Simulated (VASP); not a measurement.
OSZICAR of a VASP run on GaSb (zinc blende):

File OSZICAR:
```
       N       E                     dE             d eps       ncg     rms          rms(c)
DAV:   1     0.783470365454E+02    0.78347E+02   -0.88572E+03  1880   0.170E+03
DAV:   2    -0.172888645072E+01   -0.80076E+02   -0.78171E+02  2057   0.315E+02
DAV:   3    -0.760870731491E+01   -0.58798E+01   -0.58169E+01  2317   0.731E+01
DAV:   4    -0.771884536802E+01   -0.11014E+00   -0.11008E+00  2189   0.111E+01
DAV:   5    -0.772187370968E+01   -0.30283E-02   -0.30283E-02  2375   0.162E+00    0.300E+00
DAV:   6    -0.766245909493E+01    0.59415E-01   -0.88060E-02  2533   0.557E+00    0.178E+00
DAV:   7    -0.764436847052E+01    0.18091E-01   -0.48762E-02  2192   0.218E+00    0.355E-01
DAV:   8    -0.764575909920E+01   -0.13906E-02   -0.59113E-03  2211   0.105E+00    0.893E-02
DAV:   9    -0.764654781206E+01   -0.78871E-03   -0.10994E-03  2017   0.251E-01    0.351E-02
DAV:  10    -0.764660769755E+01   -0.59885E-04   -0.74793E-05  2275   0.576E-02    0.915E-03
DAV:  11    -0.764663542517E+01   -0.27728E-04   -0.46764E-05  1972   0.482E-02    0.425E-03
DAV:  12    -0.764663712995E+01   -0.17048E-05   -0.36571E-06  2137   0.138E-02    0.695E-04
DAV:  13    -0.764663710044E+01    0.29503E-07   -0.12560E-07  1785   0.383E-03
   1 F= -.76466371E+01 E0= -.76466371E+01  d E =0.000000E+00
```

Q: Which electronic solver shows in the log?

A: It is blocked Davidson (ALGO = Normal, or the opening steps of other solvers). The INCAR had ALGO = Normal.

Q: Can the final energy be trusted as converged?

A: The run converged. It stopped with EDIFF = 1E-7, NELM = 100 (AM05 GGA, plane waves, VASP's PBE PAW potentials (set 64)).

The compound is GaSb in the zinc blende structure. It was relaxed first.
